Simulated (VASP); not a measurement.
Here is the system:

```xyz
2
Lattice="0.0000 2.4169 2.4169 2.4169 0.0000 2.4169 2.4169 2.4169 0.0000" Properties=species:S:1:pos:R:3 pbc="T T T"
Ru     0.0000     0.0000     0.0000
S      2.4169     2.4169     2.4169
```

Calculation: PBEsol GGA, VASP's PBE PAW potentials (set 64) (plane waves; VASP). Settings: 400 eV cut-off, 15×15×15 Γ-centred mesh, tetrahedra with Blöchl corrections, potentials Ru_pv S.

Task: Predict the energy per atom (σ→0), band gap (on the k-mesh) with the smallest direct gap where there is one.

Result: 
```
Item                                                         Value
------------------------  ----------------------------------------
band gap (on the k-mesh)  none (metal, semimetal or under 0.01 eV)
energy per atom (σ→0)                               -6.990 eV/atom
```

Only differences to runs with the same potentials and settings are physical.

The structure was generated: RuS was put into the rock salt type (Fm-3m), which need not be its known phase. It was relaxed first, which changed the volume by -29 %.
